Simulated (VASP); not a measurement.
A cell of InP (zinc blende) near equilibrium:

```
CELL_PARAMETERS angstrom
      0.00000     2.95152     2.95152
      2.95152     0.00000     2.95152
      2.95152     2.95152     0.00000
ATOMIC_POSITIONS crystal
  In 0.00000 0.00000 0.00000
  P  0.25000 0.25000 0.25000
```

All values below come from r2SCAN meta-GGA, VASP's PBE PAW potentials (set 64) (plane waves; VASP).

Unless said otherwise, spin-orbit coupling is left out, though it shifts the bands of the heavy elements here.

```csv
run,ΔE (meV/atom),σxx,σyy,σzz,"largest shear component, with its sign (GPa)",gap (eV)
as it is,0.0,0.05,0.05,0.05,0.00,1.04
after one change,0.6,0.06,0.06,0.06,0.70,1.03
```
Stress is in GPa, positive when the cell is compressed; gaps are those on the k-mesh, and 0.00 means metallic.

**Question.** Which change was made?
A. biaxial strain of +1.5 % in the xz plane
B. isotropic strain of +1.0 %
C. uniaxial strain of -0.5 % along y
D. shear strain γ_xz = -1.0 %

**Answer.** D, shear strain γ_xz = -1.0 %

The compound is InP in the zinc blende structure.
